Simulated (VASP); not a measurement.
Given:

```
RhZr
1.0
    3.24930     0.00000     0.00000
    0.00000     3.24930     0.00000
    0.00000     0.00000     3.24930
Zr Rh
1 1
Direct
  0.50000   0.50000   0.50000
  0.00000   0.00000   0.00000
```

All values below come from PBEsol GGA, VASP's PBE PAW potentials (set 64) (plane waves; VASP). Numerical set-up: 400 eV cut-off, Gaussian smearing of 0.050 eV, potentials Zr_sv Rh_pv.

Question: Give the energies of bands 8 to 16 at the high-symmetry points, in eV from the Fermi level.

Answer: 
| band | Γ | X | M | R |
|---|---|---|---|---|
| 8 | -7.14 | -4.05 | -5.34 | -3.38 |
| 9 | -5.22 | -3.79 | -5.08 | -3.38 |
| 10 | -5.22 | -3.65 | -3.73 | -3.38 |
| 11 | -2.46 | -2.54 | -3.73 | -2.32 |
| 12 | -2.46 | -2.54 | -1.06 | -2.32 |
| 13 | -2.46 | -1.91 | -0.30 | -2.32 |
| 14 | 1.08 | -1.35 | 1.19 | -1.01 |
| 15 | 1.08 | 0.20 | 1.19 | -1.01 |
| 16 | 4.33 | 0.77 | 1.76 | 4.93 |

It has no gap at this level: it comes out as a metal or semimetal.

The structure comes from a computed database's ZrRh entry (Pm-3m); how it stands against other phases isn't given here. It was relaxed first. The electron count is odd and the run is not spin-polarised, which forces a metal.
